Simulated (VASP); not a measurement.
The system is Zn7CdSe8.

```
CELL_PARAMETERS angstrom
-5.69826 0.00000 5.69826
-5.69826 -5.69826 0.00000
0.00000 -5.69826 5.69826
ATOMIC_POSITIONS crystal
Cd 0.00000 0.50000 0.00000
Zn 0.99906 0.00094 0.99906
Zn 0.99906 0.49906 0.50094
Zn 0.99906 0.00094 0.50094
Zn 0.50094 0.49906 0.99906
Zn 0.50094 0.00094 0.99906
Zn 0.50094 0.49906 0.50094
Zn 0.50000 0.00000 0.50000
Se 0.13082 0.10753 0.13082
Se 0.13082 0.63082 0.13082
Se 0.12484 0.12505 0.62505
Se 0.13082 0.63082 0.60753
Se 0.62505 0.12505 0.12484
Se 0.60753 0.63082 0.13082
Se 0.62505 0.12505 0.62505
Se 0.62505 0.62484 0.62505
```

The cell was built by a generator and needn't be a form met in nature.

Program: VASP 6.6.1. Alike in all runs: task band structure; potentials or basis VASP PAW PBE potentials, release 64 (Cd, Zn, Se); cell as given; k mesh 4 × 4 × 4; cutoff (eV) 520; smearing gaussian 0.03 eV. Hardware: 4 MPI ranks on Intel(R) Xeon(R) 6975P-C (Granite Rapids), with other jobs on the host.

Question: Order these runs on this cell by their wall time, lowest first.
A. level TB-mBJ; spin off
B. level PBEsol; spin SOC, no magnetisation
C. level PBEsol; spin off
D. level TB-mBJ; spin SOC, no magnetisation

Answer: C (77 s), A (250 s), B (560 s), D (1800 s).
